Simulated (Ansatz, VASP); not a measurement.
# W (ladder W chain) in two plane-wave programs

Aim: how closely do two programs agree when they are given the same cell, functional and k mesh? The structure shown is the end of the Ansatz relaxation below. Other levels of theory on this material are compared in a session of their own.

Method: plane waves, with VASP 6.6.1 beside it; single point at PBEsol and single point at r2SCAN, in Ansatz 0.2.0.

**1. Starting point**

The cell holds 2 atoms: 2 W. Its edges and angles: a = 9.000 Å, b = 7.500 Å, c = 2.941 Å, α = 90.0°, β = 90.0°, γ = 90.0°. Vacuum lies along a and b. The structure's axis is c.

**2. Ansatz: relaxation, PBEsol**

Ansatz runs on its default PAW (the set named soft_2) files.

This run makes the geometry at which the two programs are then compared.

Input file input.yaml:

```yaml
crystal:
  lattice:
    - [9.0, 0.0, 0.0]
    - [0.0, 7.5, 0.0]
    - [0.0, 0.0, 3.17034]
  atoms:
    - { symbol: W, position: [0.34952, 0.5, 0.0], spin: 2.0 }
    - { symbol: W, position: [0.65048, 0.5, 0.5], spin: 2.0 }
magnetization:
  spin_polarized: true
kpoints:
  mp_grid: { grid: [1, 1, 26] }
scf:
  occupations: { method: fermi_dirac, width: 0.05 }
hamiltonian:
  xc: pbesol
relax:
  cell: { fix: [a, b, alpha, beta, gamma] }
  max_steps: 60
```

Launch:

```
> ansatz run input.yaml --threads 4 --pin off --max-ram 8192MiB --backend cpu --events-out ev --progress --plain --runs-dir out
```

Numbers of over 12 decimals in the logs are rounded to 6 here.

The program printed:

```text
Engine: ansatz 0.2.0, aarch64-unknown-linux-gnu
Pseudopotentials: kind: paw
Pseudopotential: W, paw, valence charge 14, recommended cutoff 420 eV (normal), W.paw.azcp
Functional definition: PBEsol
  exchange = pbesol_x
  correlation = pbesol_c
Crystal: 2 atoms, lattice volume = 213.998 Å³
Basis set: ecut = 420 eV, 4217 PW (Γ), exchange–correlation on 128×108×48 points (8 copies of the dense FFT grid, shifted against one another)
Bands: 20, of which v1, the nominal top of the filled ones, is band 14 counted from 1 (13 counted from 0)
Symmetry: 8 space group operations
Space group: Pmma (ITA 51), of the structure as read, at distance tolerance 6.0e-5 Å
Magnetic group: BNS 51.289 (UNI 387), of the structure as read, at distance tolerance 6.0e-5 Å
k-points: 14 of 26
Non-local potential: W, projectors of the file, l = 0: 3, l = 1: 2, l = 2: 2, l = 3: 1
PAW form: soft (Blöchl's): semilocal exchange-correlation on the pseudo side does not see the compensation charge
PAW frozen core: W, regenerated for the run's functional, and the local potential with it (the file was generated under x = pbe(κ = 0.804, μ = 0.219515), c = pbe(β = 0.066725))
PAW one-centre angular grid: W, 590 points (default); XC on 64 Gauss nodes
Initial density: superposition of atomic densities (neutral atoms: chi_scale 0, normalization atom)
Starting moments: Σ|m| = 4 μB on 2 of 2 sites
Initial wavefunctions: pseudopotential atomic-orbital guess
Functional: x = pbesol(κ = 0.804, μ = 0.123457), c = pbesol(β = 0.046)
SCF iter   1: F=—  HF=-20500.036162 eV  |F-HF|=—  |Δ(HF+E_count)|=         —  Δρ=1.44e-2 (↑1.40e-2 ↓1.44e-2)  dr2=3.60e0  dr2_m=1.94e-1  M=4.007 μB ∫|m|=4.007 μB  β_m=0.30  ethr=3.10e-3  ⟨swp⟩=5.4  Hψ=2438  notcnv=0
Mixer restart at iter 1: flushing history
preconditioner: auto → LDOS  [metal: Δε(μ)=0.036 eV  Ē_g=2.607 eV  σ=0.050 eV  W_gap=0.17  n_scr=20 (ndim 8)  ℏωp=8.8 eV  f_vac=0.526  D(μ)=6.85/eV (n_scr^D=48)]
spin=Collinear: LDOS preconditioning applied to the charge; magnetization (m = ρ↑ − ρ↓) channel mixes plain (no charge-response kernel on spin).
SCF iter   2: F=—  HF=-20499.610092 eV  |F-HF|=—  |Δ(HF+E_count)|=   4.26e-1  Δρ=1.02e-2 (↑9.81e-3 ↓1.02e-2)  dr2=1.35e0  dr2_m=1.07e-1  M=4.097 μB ∫|m|=4.097 μB  β_m=0.53  ethr=3.10e-3  ⟨swp⟩=2.0  Hψ=1072  notcnv=0
SCF iter   3: F=—  HF=-20499.488240 eV  |F-HF|=—  |Δ(HF+E_count)|=   1.22e-1  Δρ=4.28e-3 (↑4.28e-3 ↓3.13e-3)  dr2=4.44e-2  dr2_m=1.25e-2  M=4.245 μB ∫|m|=4.247 μB  β_m=0.70  ethr=3.10e-3  ⟨swp⟩=2.4  Hψ=907  notcnv=0
SCF iter   4: F=—  HF=-20499.557336 eV  |F-HF|=—  |Δ(HF+E_count)|=         —  Δρ=1.63e-3 (↑1.63e-3 ↓1.46e-3)  dr2=6.13e-3  dr2_m=3.00e-3  M=4.423 μB ∫|m|=4.428 μB  β_m=0.70  ethr=1.59e-4  ⟨swp⟩=2.6  Hψ=1131  notcnv=0  defer=1
Mixer restart at iter 4: flushing history
SCF iter   5: F=—  HF=-20499.567819 eV  |F-HF|=—  |Δ(HF+E_count)|=   1.05e-2  Δρ=1.59e-3 (↑1.59e-3 ↓1.34e-3)  dr2=2.04e-3  dr2_m=3.46e-3  M=4.568 μB ∫|m|=4.574 μB  β_m=0.67  ethr=2.19e-5  ⟨swp⟩=2.0  Hψ=808  notcnv=0  defer=1
SCF iter   6: F=—  HF=-20499.576178 eV  |F-HF|=—  |Δ(HF+E_count)|=   8.36e-3  Δρ=1.22e-3 (↑1.22e-3 ↓1.08e-3)  dr2=4.93e-4  dr2_m=2.45e-3  M=4.736 μB ∫|m|=4.743 μB  β_m=0.37  ethr=7.27e-6  ⟨swp⟩=2.4  Hψ=1076  notcnv=0  defer=1
SCF iter   7: F=—  HF=-20499.578811 eV  |F-HF|=—  |Δ(HF+E_count)|=   2.63e-3  Δρ=8.59e-4 (↑8.59e-4 ↓7.53e-4)  dr2=2.51e-4  dr2_m=1.20e-3  M=4.843 μB ∫|m|=4.850 μB  β_m=0.58  ethr=1.76e-6  ⟨swp⟩=2.1  Hψ=944  notcnv=0  defer=1
SCF iter   8: F=—  HF=-20499.581364 eV  |F-HF|=—  |Δ(HF+E_count)|=   2.55e-3  Δρ=3.48e-4 (↑2.65e-4 ↓3.48e-4)  dr2=2.85e-4  dr2_m=1.46e-4  M=5.034 μB ∫|m|=5.040 μB  β_m=0.79  ethr=8.96e-7  ⟨swp⟩=2.5  Hψ=1136  notcnv=0  defer=1
SCF iter   9: F=—  HF=-20499.581423 eV  |F-HF|=—  |Δ(HF+E_count)|=   5.95e-5  Δρ=3.92e-4 (↑7.20e-5 ↓3.92e-4)  dr2=3.33e-4  dr2_m=9.39e-5  M=5.125 μB ∫|m|=5.130 μB  β_m=0.90  ethr=8.96e-7  ⟨swp⟩=2.4  Hψ=1045  notcnv=0  defer=1
SCF iter  10: F=—  HF=-20499.581458 eV  |F-HF|=—  |Δ(HF+E_count)|=   3.51e-5  Δρ=4.40e-4 (↑1.38e-4 ↓4.40e-4)  dr2=3.53e-4  dr2_m=8.82e-5  M=5.134 μB ∫|m|=5.138 μB  β_m=0.74  ethr=8.96e-7  ⟨swp⟩=2.8  Hψ=1132  notcnv=0  defer=1
SCF iter  11: F=—  HF=-20499.581594 eV  |F-HF|=—  |Δ(HF+E_count)|=   1.35e-4  Δρ=3.29e-5 (↑3.29e-5 ↓3.25e-5)  dr2=4.62e-6  dr2_m=1.07e-6  M=5.138 μB ∫|m|=5.142 μB  β_m=0.87  ethr=8.96e-7  ⟨swp⟩=2.5  Hψ=1006  notcnv=0  defer=1
SCF iter  12: F=—  HF=-20499.581597 eV  |F-HF|=—  |Δ(HF+E_count)|=   3.43e-6  Δρ=2.31e-5 (↑1.21e-5 ↓2.31e-5)  dr2=1.84e-6  dr2_m=5.22e-7  M=5.140 μB ∫|m|=5.145 μB  β_m=0.91  ethr=1.65e-8  ⟨swp⟩=2.6  Hψ=958  notcnv=0  defer=1
SCF iter  13: F=—  HF=-20499.581598 eV  |F-HF|=—  |Δ(HF+E_count)|=   1.18e-6  Δρ=3.39e-6 (↑2.03e-6 ↓3.39e-6)  dr2=3.10e-8  dr2_m=1.19e-8  M=5.142 μB ∫|m|=5.147 μB  β_m=0.95  ethr=6.58e-9  ⟨swp⟩=2.4  Hψ=943  notcnv=0  defer=1
[...]
SCF 7 converged in 9 iterations: F = -20504.860922 eV  dr2 = 3.52e-11
relax step   7: F+E_penalty+E_count = -20504.86092192 eV  Δ(F+E_penalty+E_count) = -1.205e-2 eV  max|allowed force component| = 1.157e-2 eV/Å  Δτ_max = 0.0150 Å  P = +0.000 GPa  Ω = 198.317 Å³  energy of the carried Pulay correction = +5.189e-4 eV  fix = [a, b, alpha, beta, gamma]  reactions: a +0.240, b -0.310 GPa  (9 SCF iters, dr2 threshold 2.00e-7 eV, accepted)
[...]
relax step   8: F+E_penalty+E_count = -20504.86097003 eV  Δ(F+E_penalty+E_count) = -4.811e-5 eV  max|allowed force component| = 3.216e-4 eV/Å  Δτ_max = 0.0007 Å  P = -0.019 GPa  Ω = 198.533 Å³  energy of the carried Pulay correction = +5.114e-4 eV  fix = [a, b, alpha, beta, gamma]  reactions: a +0.253, b -0.310 GPa  (7 SCF iters, dr2 threshold 1.29e-8 eV, accepted)
[...]
relax step   9: F+E_penalty+E_count = -20504.86042237 eV  Δ(F+E_penalty+E_count) = +5.477e-4 eV  max|allowed force component| = 3.187e-4 eV/Å  Δτ_max = 0.0000 Å  P = -0.019 GPa  Ω = 198.533 Å³  fix = [a, b, alpha, beta, gamma]  reactions: a +0.255, b -0.309 GPa  stress off target by 2.72e-3 GPa on what of the cell is left free  SCF on the basis re-selected at this cell (its energy is not comparable with the rows above)  (7 SCF iters)
basis re-selected at this cell: Δ(F+E_penalty+E_count) = +5.477e-4 eV, ΔP = +0.000 GPa vs the last step (what re-selecting the basis moved, of the pressure what is left beyond the Pulay correction that the steps carried, after the strain that the cell walked since its last selection, with what the two solves' SCF thresholds leave and, on support functions, any second-order correction that the steps lacked; it is no measure of the basis error at this ecutwfc). The dense FFT grid was sized anew with the basis: this SCF ran on 64×54×20 points, the steps before it on 64×54×24, so part of this shift can come from that change (see relax.cell in the input reference). [rest of the remark cut]
SCF converged after 7 iterations
Magnetization: -0.0000 μB (14.0000 up, 14.0000 down)
Absolute magnetization: 0.0000 μB (∫|ρ↑−ρ↓|, with the PAW one-centre terms)
Spin contamination: 0.0000 ħ² per cell (⟨S²⟩ above its minimum at these occupations)
Per-site moments (μB) at R_I (Å): [(-2.8009595257081534e-8, 0.940314), (-2.8009595280143148e-8, 0.940314)]
Free energy (F): -20504.860422 eV
Harris-Foulkes:  -20504.860422 eV  (|F-HF|=7.28e-12)
Internal energy: -20504.842909 eV  (E = F + TS)
E sigma→0 (E₀):  -20504.851666 eV
Entropy (-TS):   -0.017513 eV (-8.757 meV/atom)
Fermi energy:    0.374000 eV
--- Per-component energies (eV) ---
  E_band       = -769.142123
  E_kinetic    = 894.259182
  E_local      = -6654.773430  (includes V_loc(G=0)·N_el)
  E_nonlocal   = 17.123765
  E_hartree    = 2848.340673
  E_xc         = -521.791773
  E_vxc        = -466.010109  (∫ρ·V_xc dr)
  E_paw        = -16874.481076  (= ΣΔE_a)
  E_vpaw       = -256.422765  (= ΣTr[D̂ρ^β])
  E_aug_tail   = -0.000129  (compensation charges beyond the density's cutoff)
  E_ewald      = -213.963705
  E_core_change = 0.443584  (= ΣΔE_core)
  E_smearing   = -0.017513  (= −TS)
  E_closure    = 0.000000  (closes the sum)
  Σ components = -20504.860422   (vs F -20504.860422, Δ=0.00e0)
--- Forces (eV/Å), atoms counted from 1 ---
  atom   1  W      0.00031868     0.00000000     0.00000000
  atom   2  W     -0.00031868     0.00000000     0.00000000
  max |Σ_I F_I| component: 0.00e0 eV/Å
--- Stress (GPa, compression-positive) ---
        0.254623       0.000000       0.000000
        0.000000      -0.308950       0.000000
        0.000000       0.000000      -0.002721
  P = ⅓ Tr σ = -0.0190 GPa (-0.190 kbar)
--- Relaxed structure (8 steps of the walk, 7 accepted, 1 SCFs on fresh bases) ---
  F+E_penalty+E_count = -20504.86042237 eV   max|allowed force component| = 3.187e-4 eV/Å   (the final SCF, on the basis selected at the relaxed cell)
  cell:  # Å, volume = 198.5326 Å³
    - [9.0, 0.0, 0.0]
    - [0.0, 7.5, 0.0]
    - [0.0, 0.0, 2.941224]
  atoms:
    - { symbol: W, position: [0.403237, 0.5, 0.0] }
    - { symbol: W, position: [0.596763, 0.5, 0.5] }
```

**3. VASP: single point, PBEsol**

The same cell, functional, mesh and smearing now go to VASP, with its own data sets.

Lines of VASP's logs that name or quote its potential files are left out, and so is its time.

Input file INCAR:

```
SYSTEM = W
PREC = Accurate
ENCUT = 600
EDIFF = 1E-06
NELM = 200
ISMEAR = -1
SIGMA = 0.05
LREAL = .FALSE.
ALGO = Normal
GGA = PS
NBANDS = 13
ISPIN = 2
MAGMOM = -0 -0
LASPH = .TRUE.
LMAXMIX = 4
LORBIT = 11
LWAVE = .FALSE.
LCHARG = .FALSE.
ISIF = 2
GGA_COMPAT = .FALSE.
KPAR = 2
```

Input file POSCAR:

```
W
1.0
    9.0000000000      0.0000000000      0.0000000000
    0.0000000000      7.5000000000      0.0000000000
    0.0000000000      0.0000000000      2.9412235851
W
2
Direct
    0.4032369000      0.5000000000      0.0000000000
    0.5967631000      0.5000000000      0.5000000000
```

Input file KPOINTS:

```
Automatic mesh
0
Gamma
1 1 26
0 0 0
```

PAW data sets: W (PBE family, release 64).

Launch:

```
> mpirun -np 2 vasp_std
```

The program printed:

```text
[banner, memory and clock lines left out]
running    2 mpi-ranks, on    1 nodes
 distrk:  each k-point on    1 cores,    2 groups
 distr:  one band on    1 cores,    1 groups

 POSCAR found type information on POSCAR W
 POSCAR found :  1 types and       2 ions
|                                                                             |
|               ----> ADVICE to this user running VASP <----                  |
|                                                                             |
|     You enforced a specific xc type in the INCAR file but a different       |
|     [... a line on the potential file left out ...]
|     I HOPE YOU KNOW WHAT YOU ARE DOING!                                     |
|                                                                             |

 LDA part: xc-table for (Slater+PW92), standard interpolation
 POSCAR, INCAR and KPOINTS ok, starting setup
 FFT: planning ... GRIDC
 FFT: planning ... GRID_SOFT
 FFT: planning ... GRID
 WAVECAR not read
 entering main loop
       N       E                     dE             d eps       ncg     rms          rms(c)
DAV:   1     0.513457291654E+02    0.51346E+02   -0.38505E+03   728   0.713E+02
DAV:   2    -0.132197370095E+02   -0.64565E+02   -0.57577E+02  1233   0.112E+02
DAV:   3    -0.218636721284E+02   -0.86439E+01   -0.83922E+01   986   0.484E+01
DAV:   4    -0.220656021511E+02   -0.20193E+00   -0.19967E+00  1003   0.817E+00
DAV:   5    -0.220698380572E+02   -0.42359E-02   -0.42335E-02  1018   0.970E-01    0.201E+01
DAV:   6    -0.199928343448E+02    0.20770E+01   -0.48526E+00   918   0.838E+00    0.110E+01
DAV:   7    -0.196725572199E+02    0.32028E+00   -0.10895E+00   922   0.532E+00    0.141E+00
DAV:   8    -0.196664151568E+02    0.61421E-02   -0.81138E-02   880   0.144E+00    0.302E-01
DAV:   9    -0.196664587995E+02   -0.43643E-04   -0.38397E-03   888   0.301E-01    0.108E-01
DAV:  10    -0.196683216597E+02   -0.18629E-02   -0.12257E-03   827   0.167E-01    0.663E-02
DAV:  11    -0.196696741769E+02   -0.13525E-02   -0.25532E-04   913   0.954E-02    0.560E-02
DAV:  12    -0.196707923462E+02   -0.11182E-02   -0.43822E-04   898   0.119E-01    0.306E-02
DAV:  13    -0.196711985589E+02   -0.40621E-03   -0.14484E-04   928   0.679E-02    0.271E-02
DAV:  14    -0.196712902922E+02   -0.91733E-04   -0.22095E-05   838   0.308E-02    0.985E-03
DAV:  15    -0.196713030332E+02   -0.12741E-04   -0.89477E-06   864   0.193E-02    0.346E-03
DAV:  16    -0.196713050760E+02   -0.20427E-05   -0.23306E-06   883   0.920E-03    0.219E-03
DAV:  17    -0.196713054662E+02   -0.39025E-06   -0.21059E-07   736   0.267E-03
   1 F= -.19671305E+02 E0= -.19662529E+02  d E =-.175534E-01  mag=     0.0000
```

Parts of OUTCAR (step 3):

```text
ion  position               nearest neighbor table
   1  0.403  0.500  0.000-   2 2.28   2 2.28
   2  0.597  0.500  0.500-   1 2.28   1 2.28

  LATTYP: Found a simple orthorhombic cell.
 ALAT       =     2.9412235851
 B/A-ratio  =     2.5499591524
 C/A-ratio  =     3.0599509828

 Subroutine GETGRP returns: Found  8 space group operations
 (whereof  4 operations were pure point group operations)

The static configuration has the point symmetry C_2v.
 The point group associated with its full space group is D_2h.

 Found     14 irreducible k-points:

   k-points           NKPTS =     14   k-points in BZ     NKDIM =     14   number of bands    NBANDS=     13

   dimension x,y,z NGX =    72 NGY =   60 NGZ =   24
   dimension x,y,z NGXF=   144 NGYF=  120 NGZF=   48

   ENCUT  =  600.0 eV  44.10 Ry    6.64 a.u.  17.98 14.98  5.87*2*pi/ulx,y,z

   NELECT =      12.0000    total number of electrons

 k-points in reciprocal lattice and weights: Automatic mesh
   0.00000000  0.00000000  0.00000000       0.038
   0.00000000  0.00000000  0.03846154       0.077
   0.00000000  0.00000000  0.07692308       0.077
   0.00000000  0.00000000  0.11538462       0.077
   0.00000000  0.00000000  0.15384615       0.077
   0.00000000  0.00000000  0.19230769       0.077
   0.00000000  0.00000000  0.23076923       0.077
   0.00000000  0.00000000  0.26923077       0.077
   0.00000000  0.00000000  0.30769231       0.077
[...]
0.00000000  0.00000000  0.46153846       0.077
   0.00000000  0.00000000  0.50000000       0.038

 average (electrostatic) potential at core
       1 -47.0112       2 -47.0112

 E-fermi :  -1.9971

 spin component 1
 k-point     1 :       0.0000    0.0000    0.0000
  band No.  band energies     occupation
    ...
      2      -7.1213      1.00000
      3      -4.1309      1.00000
      4      -3.8674      1.00000
      5      -3.8427      1.00000
      6      -2.5518      0.99998
      7      -1.4491      0.00002
      8      -1.3318      0.00000
      9      -0.9148      0.00000
     10      -0.6860      0.00000
     11      -0.5744      0.00000
    ...

 k-point     2 :       0.0000    0.0000    0.0385
  band No.  band energies     occupation
    ...
      2      -7.0685      1.00000
      3      -4.1336      1.00000
      4      -3.9437      1.00000
      5      -3.8240      1.00000
      6      -2.4647      0.99991
      7      -1.7794      0.01269
      8      -1.0137      0.00000
      9      -0.8887      0.00000
     10      -0.7102      0.00000
     11      -0.5513      0.00000
    ...

 k-point     3 :       0.0000    0.0000    0.0769
  band No.  band energies     occupation
    ...
      3      -4.1433      1.00000
      4      -4.1240      1.00000
      5      -3.7685      1.00000
      6      -2.2535      0.99411
      7      -2.1668      0.96748
      8      -0.8106      0.00000
      9      -0.7749      0.00000
     10      -0.6622      0.00000
     11      -0.4813      0.00000
     12       1.3802      0.00000
    ...

 k-point     4 :       0.0000    0.0000    0.1154
  band No.  band energies     occupation
    ...
      2      -6.6519      1.00000
      3      -4.3373      1.00000
      4      -4.1637      1.00000
      5      -3.6779      1.00000
      6      -2.5529      0.99999
      7      -1.9938      0.48320
      8      -0.8601      0.00000
      9      -0.6805      0.00000
     10      -0.3625      0.00000
     11      -0.3329      0.00000
    ...

 k-point     5 :       0.0000    0.0000    0.1538
  band No.  band energies     occupation
    ...
      2      -6.2968      1.00000
      3      -4.5427      1.00000
      4      -4.1999      1.00000
      5      -3.5554      1.00000
      6      -2.9285      1.00000
      7      -1.7328      0.00503
      8      -0.9410      0.00000
      9      -0.4999      0.00000
     10      -0.1927      0.00000
     11      -0.0325      0.00000
    ...

 k-point     6 :       0.0000    0.0000    0.1923
  band No.  band energies     occupation
    ...
      2      -5.8559      1.00000
      3      -4.7167      1.00000
      4      -4.2562      1.00000
      5      -3.4069      1.00000
      6      -3.2856      1.00000
      7      -1.4984      0.00005
      8      -0.9945      0.00000
      9      -0.2790      0.00000
     10       0.0290      0.00000
     11       0.0875      0.00000
    ...

  Total       -2.0466341     -0.3829988     -1.6985524      0.0000000      0.0000000      0.0000000
  in kB      -16.5165366     -3.0908379    -13.7074831      0.0000000      0.0000000      0.0000000
  external PRESSURE =     -11.1049525 kB  Pullay stress =       0.0000000 kB

  energy-cutoff  :      600.00
  volume of cell :      198.53
      direct lattice vectors                 reciprocal lattice vectors
     9.000000000  0.000000000  0.000000000     0.111111111  0.000000000  0.000000000
     0.000000000  7.500000000  0.000000000     0.000000000  0.133333333  0.000000000
     0.000000000  0.000000000  2.941223585     0.000000000  0.000000000  0.339994554

 POSITION                                       TOTAL-FORCE (eV/Angst)
 -----------------------------------------------------------------------------------
      3.62913      3.75000      0.00000         1.357316      0.000000      0.000000
      5.37087      3.75000      1.47061        -1.357316      0.000000      0.000000
 -----------------------------------------------------------------------------------
    total drift:                               -0.000000      0.000000      0.000000

  FREE ENERGIE OF THE ION-ELECTRON SYSTEM (eV)
  ---------------------------------------------------
  free  energy   TOTEN  =       -19.6713054662 eV

  energy  without entropy=      -19.6537520987  energy(sigma->0) =      -19.66252878

 total charge
# of ion       s       p       d       tot
------------------------------------------
    1        0.756   0.311   4.367   5.434
    2        0.756   0.311   4.367   5.434
--------------------------------------------------
tot          1.511   0.622   8.735  10.868

 magnetization (x)
# of ion       s       p       d       tot
------------------------------------------
    1        0.000   0.000  -0.000  -0.000
    2        0.000   0.000  -0.000  -0.000
--------------------------------------------------
tot          0.000   0.000  -0.000  -0.000

[... 5 further parts left out ...]
```

**4. Comparison**

Known differences besides the potentials themselves: the data sets hold 28 valence electrons in Ansatz (on its default PAW (the set named soft_2) files) and 12 in VASP; the cutoff is 420 eV in Ansatz and 600 eV in VASP; Ansatz makes its cores anew for this functional, VASP keeps those of its PBE data sets; Ansatz's pressure holds a Pulay correction, VASP's none. Total energies have different zeros and are not compared.

Both answers:

```
      quantity  Ansatz   VASP  difference
pressure (GPa)   -0.02  -1.11       +1.09
```

Forces (eV/Å; atoms numbered as in POSCAR):

```csv
atom,"Ansatz x, y, z","VASP x, y, z"
W1,"0.000, 0.000, 0.000","1.357, 0.000, 0.000"
W2,"0.000, 0.000, 0.000","-1.357, 0.000, 0.000"
```

The forces differ by 783 meV/Å r.m.s., where the r.m.s. force is 0.000 eV/Å in Ansatz and 0.784 eV/Å in VASP: the atoms lie near their places of rest in Ansatz, so a percentage would say little (all taken over all components).

[end of part 1 of 2]

[Lines on the potential files, build, host, timing and source positions are cut from VASP's logs without a mark.]

[Logs are printed without paths, hosts, clocks, repeated set-up lines and the standing remarks that a program may print on its own settings, such as how far it seeks lower states.]

[Hosts, paths, dates, database ids (printed as entryN), source tags and the programs' standing remarks are cut or masked in the printed files.]
